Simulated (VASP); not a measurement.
Data:

```
CrO2
1.0
    4.41043     0.00000     0.00000
    0.00000     4.41043     0.00000
    0.00000     0.00000     2.91118
Cr O
2 4
Direct
  0.00000   0.00000   0.00000
  0.50000   0.50000   0.50000
  0.30318   0.30318   0.00000
  0.80318   0.19682   0.50000
  0.19682   0.80318   0.50000
  0.69682   0.69682   0.00000
```
Starting moments (μB, in the order of the record's atoms Cr Cr O O O O): 2.5 2.5 0.0 0.0 0.0 0.0.

Level of theory: PBE GGA with D4 dispersion, VASP's PBE PAW potentials (set 64) (plane waves; VASP). Numerical set-up: 520 eV cut-off, 6×6×9 Γ-centred mesh, first-order Methfessel-Paxton smearing of 0.10 eV, potentials Cr_pv O.

The moments were started parallel, and other spin orders were not tried in this run.

Q: Estimate the cell moment, energy per atom (σ→0), band gap (on the k-mesh) with the smallest direct gap where there is one.

A: 
```json
{
  "band gap (on the k-mesh)": "none (metal, semimetal or under 0.01 eV)",
  "cell_moment": "4.00 μB",
  "energy per atom (σ→0)": "-8.689 eV/atom"
}
```

Q: Give the moment on each site (PAW-sphere projection).

A: 
```csv
site,moment (μB)
Cr1,2.09
Cr2,2.09
O3,-0.07
O4,-0.07
O5,-0.07
O6,-0.07
```

Total energies compare only between runs with the same potentials, cut-off and functional.

The compound is CrO2 in the rutile structure. It was relaxed first. The start is the result of an earlier pass.
